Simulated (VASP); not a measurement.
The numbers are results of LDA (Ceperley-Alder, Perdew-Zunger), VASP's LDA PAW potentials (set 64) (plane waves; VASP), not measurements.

VASP input:

### INCAR
```
! general
SYSTEM=K
PREC  =Accurate
ENCUT =520
LREAL =F
LASPH =T

! electronic loop
EDIFF =1E-6
NELM  =100
ALGO  =Normal

! smearing
ISMEAR=1
SIGMA =0.1

! ions
IBRION=2
NSW   =60
ISIF  =3
EDIFFG=-0.01

! output
LWAVE =F
LCHARG=F
```

File POSCAR:
```
K
1.0
 -2.6400000000   2.6400000000   2.6400000000
  2.6400000000  -2.6400000000   2.6400000000
  2.6400000000   2.6400000000  -2.6400000000
K
1
direct
  0.0000000000   0.0000000000   0.0000000000
```

KPOINTS:
```
Automatic mesh
0
Gamma
9 9 9
0 0 0
```

POTCAR, in this order: K_sv (LDA.64 set). Program: vasp_std.

Energy and stress use the plane-wave basis of the starting cell.

Question: Predict the energy per atom (σ→0), volume per atom, band gap (on the k-mesh).

Answer: 
The energy per atom (σ→0) is -112.7 kJ/mol of atoms, the band gap (on the k-mesh) is none (metal, semimetal or under 0.01 eV) and the volume per atom is 64.08 Å³/atom.

### OSZICAR
```
...
DAV:   2    -0.127661227550E+01    0.28520E+00   -0.11593E+00   808   0.130E+01    0.225E+00
DAV:   3    -0.116962017002E+01    0.10699E+00   -0.25569E-01   856   0.487E+00    0.210E+00
DAV:   4    -0.116714684403E+01    0.24733E-02   -0.30650E-02  1040   0.123E+00    0.988E-01
DAV:   5    -0.116878592774E+01   -0.16391E-02   -0.26084E-02   840   0.103E+00    0.161E-01
DAV:   6    -0.116876312264E+01    0.22805E-04   -0.27714E-04   872   0.138E-01    0.659E-02
DAV:   7    -0.116876153271E+01    0.15899E-05   -0.17720E-05   816   0.417E-02    0.150E-02
DAV:   8    -0.116876062033E+01    0.91238E-06   -0.17386E-06   632   0.101E-02
   5 F= -.11687606E+01 E0= -.11685182E+01  d E =-.166713E-01
```

The compound is K in the bcc structure. This run relaxes it. Symmetry was kept, so distortions that lower it aren't found.
